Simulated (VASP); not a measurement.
Computed with PBE GGA, VASP's PBE PAW potentials (set 64) (plane waves; VASP 6.6.1).

The input files of a VASP run:

File POSCAR:
```
Cr
1.0
  2.8800000000   0.0000000000   0.0000000000
  0.0000000000   2.8800000000   0.0000000000
  0.0000000000   0.0000000000   2.8800000000
Cr
2
Cartesian
  0.0000000000   0.0000000000   0.0000000000
  1.4400000000   1.4400000000   1.4400000000
```

File KPOINTS:
```
Automatic
0
gamma
  11 11 11
```

### INCAR
```
SYSTEM = Cr
PREC = Accurate; ENCUT = 520; LREAL = F
LASPH = T
EDIFF = 1E-6; NELM = 100; ALGO = Normal
LMAXMIX = 4
ISMEAR = 1; SIGMA = 0.1
GGA = PE
MAGMOM = 1.5 -1.5
ISPIN = 2
IBRION = 2; NSW = 60; ISIF = 3
EDIFFG = -0.01
LWAVE = F; LCHARG = F; LORBIT = 10
```

POTCAR, in this order: Cr_pv (PBE.64 set). Program: vasp_std.

Q: What will the output report for the number of irreducible k-points (NKPTS), largest plane-wave count, number of space-group operations, FFT grid (NGX, NGY, NGZ)?

A: 
| Quantity | Value |
|---|---|
| number of irreducible k-points (NKPTS) | 56 |
| largest plane-wave count | 659 |
| number of space-group operations | 48 |
| FFT grid (NGX, NGY, NGZ) | 24 × 24 × 24 |

The compound is Cr in the bcc, AFM order structure. This run relaxes it. Symmetry was kept, so distortions that lower it aren't found.
